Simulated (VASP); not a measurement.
Here is a VASP 6.6.1 calculation.

The input INCAR:

```
SYSTEM = HfIn4SiO6
  ALGO = Fast
  CSHIFT = 0.1
  EDIFF = 1E-6
  ENCUT = 520
  GGA = PE
  ISIF = 2
  ISMEAR = -1
  KPAR = 4
  LASPH = .True.
  LCHARG = .False.
  LOPTICS = .True.
  LREAL = .False.
  LWAVE = .False.
  NBANDS = 75
  NEDOS = 1000
  NELM = 100
  PREC = Accurate
  SIGMA = 0.05
```

Contents of KPOINTS:

```
k-points
0
Gamma
  6 6 3
  0 0 0
```

File POSCAR:

```
HfIn4SiO6
1.0
    5.3316200000      0.0159300000     -0.0483700000
   -2.5793300000      4.8819800000     -0.0191400000
   -1.5181300000     -1.2221600000      9.4552500000
Hf In Si O
1 4 1 6
Direct
    0.2380200000      0.0692800000      0.4027900000
    0.1454700000      0.5747100000      0.8703800000
    0.5244500000      0.7222000000      0.3488100000
    0.5731300000      0.3131600000      0.1209600000
    0.8825000000      0.3853100000      0.5641500000
    0.8811200000      0.9477000000      0.0377300000
    0.2644200000      0.4061300000      0.4886800000
    0.9571300000      0.7888600000      0.4878800000
    0.8398900000      0.6393800000      0.9858400000
    0.9905500000      0.0027000000      0.2137000000
    0.1366500000      0.2037300000      0.9786400000
    0.5666700000      0.9468400000      0.0004400000
```

Potentials or basis: VASP PAW PBE potentials, release 64 (Hf_pv, In_d, Si, O).

Command:

```console
$ cat potpaw_PBE.64/Hf_pv/POTCAR potpaw_PBE.64/In_d/POTCAR potpaw_PBE.64/Si/POTCAR potpaw_PBE.64/O/POTCAR > POTCAR
$ mpirun -np 4 vasp_std > vasp.out
```

(1) Predict the band gap on the k mesh.

(2) What does it give for the pressure?

(3) What does it give for the largest force?

Results:

(1) 1.10 eV, indirect (least direct gap 1.24 eV).

(2) -0.1 GPa.

(3) 0.157 eV/Å.

Caveat: spin-orbit coupling is left out, which moves the levels of the heavy elements; an odd mesh through Γ misses points on the zone boundary, where band edges often lie.
